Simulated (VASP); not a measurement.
Calculation: LDA (Ceperley-Alder, Perdew-Zunger), VASP's LDA PAW potentials (set 64) (plane waves; VASP 6.6.1).

VASP ran on this input.

**KPOINTS**
```
Automatic mesh
0
Gamma
14 14 7
0 0 0
```

**POSCAR**
```
Pt
1.0
  2.7125980878   0.0000000000   0.0000000000
 -1.3562990439   2.3491785213   0.0000000000
  0.0000000000   0.0000000000   4.6715369703
Pt
2
direct
  0.6666670000   0.3333330000   0.7500000000
  0.3333330000   0.6666670000   0.2500000000
```

INCAR:
```
SYSTEM = Pt
PREC = Accurate; ENCUT = 400; LREAL = F
LASPH = T
EDIFF = 1E-6; NELM = 100; ALGO = Normal
LMAXMIX = 6
ISMEAR = 1; SIGMA = 0.1
IBRION = 2; NSW = 60; ISIF = 3
EDIFFG = -0.01
LWAVE = F; LCHARG = F
```

POTCAR, in this order: Pt (LDA.64 set). Program: vasp_std.

The resulting files:

### OUTCAR
```
 ion  position               nearest neighbor table
   1  0.667  0.333  0.750-   2 2.81   2 2.81   2 2.81   2 2.81   2 2.81   2 2.81
   2  0.333  0.667  0.250-   1 2.81   1 2.81   1 2.81   1 2.81   1 2.81   1 2.81
  LATTYP: Found a hexagonal cell.
 ALAT       =     2.7125980878
 C/A-ratio  =     1.7221633353
 Subroutine PRICEL returns:
 Original cell was already a primitive cell.
 Subroutine GETGRP returns: Found 24 space group operations
The static configuration has the point symmetry D_3d.
 The point group associated with its full space group is D_6h.
The dynamic configuration has the point symmetry D_3d.
 Subroutine INISYM returns: Found 24 space group operations
 Subroutine IBZKPT returns following result:
 Found     96 irreducible k-points:

 Following reciprocal coordinates:
            Coordinates               Weight
  0.000000  0.000000  0.000000      1.000000
  0.071429  0.000000  0.000000      6.000000
  0.142857  0.000000  0.000000      6.000000
  0.214286  0.000000  0.000000      6.000000
  0.285714  0.000000  0.000000      6.000000
  0.357143  0.000000  0.000000      6.000000
  0.428571  0.000000  0.000000      6.000000
  0.500000  0.000000  0.000000      3.000000
  0.071429  0.071429  0.000000      6.000000
  0.142857  0.071429  0.000000     12.000000
  0.214286  0.071429  0.000000     12.000000
  0.285714  0.071429  0.000000     12.000000
  0.357143  0.071429  0.000000     12.000000
  0.428571  0.071429  0.000000     12.000000
  0.142857  0.142857  0.000000      6.000000
  0.214286  0.142857  0.000000     12.000000
  0.285714  0.142857  0.000000     12.000000
  0.357143  0.142857  0.000000     12.000000
  0.428571  0.142857  0.000000      6.000000
  0.214286  0.214286  0.000000      6.000000
  0.285714  0.214286  0.000000     12.000000
  0.357143  0.214286  0.000000     12.000000
...
```

OSZICAR:
```
       N       E                     dE             d eps       ncg     rms          rms(c)
DAV:   1     0.864071623744E+02    0.86407E+02   -0.92107E+03  2696   0.112E+03
DAV:   2    -0.142015210478E+02   -0.10061E+03   -0.96117E+02  3024   0.250E+02
DAV:   3    -0.157471534933E+02   -0.15456E+01   -0.15308E+01  3264   0.328E+01
DAV:   4    -0.157546774616E+02   -0.75240E-02   -0.75235E-02  3072   0.235E+00
DAV:   5    -0.157547470200E+02   -0.69558E-04   -0.69558E-04  3318   0.237E-01    0.196E+01
DAV:   6    -0.149889735439E+02    0.76577E+00   -0.14405E+00  2862   0.116E+01    0.101E+01
DAV:   7    -0.148967276636E+02    0.92246E-01   -0.27970E-01  3186   0.498E+00    0.301E+00
DAV:   8    -0.148871012480E+02    0.96264E-02   -0.29506E-02  2856   0.166E+00    0.795E-01
DAV:   9    -0.148867096930E+02    0.39156E-03   -0.45309E-04  3084   0.217E-01    0.124E-01
DAV:  10    -0.148867020390E+02    0.76540E-05   -0.11182E-05  3204   0.301E-02    0.156E-02
DAV:  11    -0.148867025523E+02   -0.51326E-06   -0.79372E-07  1884   0.825E-03
   1 F= -.14886703E+02 E0= -.14886668E+02  d E =-.148867E+02
       N       E                     dE             d eps       ncg     rms          rms(c)
DAV:   1    -0.148871361571E+02   -0.43412E-03   -0.10174E-02  2760   0.104E+00    0.155E-01
DAV:   2    -0.148866854361E+02    0.45072E-03   -0.92658E-04  2808   0.301E-01    0.621E-02
DAV:   3    -0.148866589240E+02    0.26512E-04   -0.87822E-05  3078   0.887E-02    0.323E-02
DAV:   4    -0.148866601384E+02   -0.12144E-05   -0.54611E-06  2976   0.174E-02    0.213E-03
DAV:   5    -0.148866601563E+02   -0.17903E-07   -0.28304E-07  1488   0.522E-03
   2 F= -.14886660E+02 E0= -.14886622E+02  d E =0.423960E-04
       N       E                     dE             d eps       ncg     rms          rms(c)
DAV:   1    -0.148869749111E+02   -0.31477E-03   -0.57249E-03  2730   0.777E-01    0.116E-01
DAV:   2    -0.148867206716E+02    0.25424E-03   -0.52358E-04  2790   0.227E-01    0.472E-02
DAV:   3    -0.148867055826E+02    0.15089E-04   -0.49021E-05  3048   0.663E-02    0.247E-02
DAV:   4    -0.148867061483E+02   -0.56570E-06   -0.29917E-06  2940   0.129E-02
   3 F= -.14886706E+02 E0= -.14886671E+02  d E =-.359607E-05
```

**OUTCAR**
```
------------------------ aborting loop because EDIFF is reached ----------------------------------------
  FORCE on cell =-STRESS in cart. coord.  units (eV):
  Direction    XX          YY          ZZ          XY          YZ          ZX
  --------------------------------------------------------------------------------------
  Total        0.0118209      0.0118209      0.0014113      0.0000000      0.0000000      0.0000000
  in kB        0.6364711      0.6364709      0.0759904      0.0000000      0.0000000      0.0000000
  external PRESSURE =       0.4496441 kB  Pullay stress =       0.0000000 kB
  volume of cell :       29.76
      direct lattice vectors                 reciprocal lattice vectors
     2.712299849  0.000000000  0.000000000     0.368690800  0.212863763  0.000000000
    -1.356149924  2.348920239 -0.000000000    -0.000000000  0.425727525  0.000000000
     0.000000000  0.000000000  4.670660298    -0.000000000  0.000000000  0.214102490
 POSITION                                       TOTAL-FORCE (eV/Angst)
 -----------------------------------------------------------------------------------
      1.35615      0.78297      3.50300        -0.000000      0.000000      0.000000
     -0.00000      1.56595      1.16767         0.000000     -0.000000      0.000000
 -----------------------------------------------------------------------------------
    total drift:                               -0.000093      0.000054     -0.000028
  FREE ENERGIE OF THE ION-ELECTRON SYSTEM (eV)
  ---------------------------------------------------
  free  energy   TOTEN  =       -14.8867061483 eV

  energy  without entropy=      -14.8865994808  energy(sigma->0) =      -14.88667059

 reached required accuracy - stopping structural energy minimisation
```
(Selected blocks of OUTCAR.)

**CONTCAR**
```
Pt
   1.00000000000000
     2.7122998487830361    0.0000000000000000    0.0000000000000000
    -1.3561499243915180    2.3489202388447428   -0.0000000000000000
     0.0000000000000000    0.0000000000000000    4.6706602979205734
  Pt
     2
Direct
     0.6666669999999968    0.3333330000000032    0.7500000000000000
     0.3333330000000032    0.6666669999999968    0.2500000000000000
```

The structure comes from a computed database's Pt entry (P6_3/mmc); how it stands against other phases isn't given here. This run relaxes it. Symmetry was kept, so distortions that lower it aren't found. The start is the result of an earlier pass.
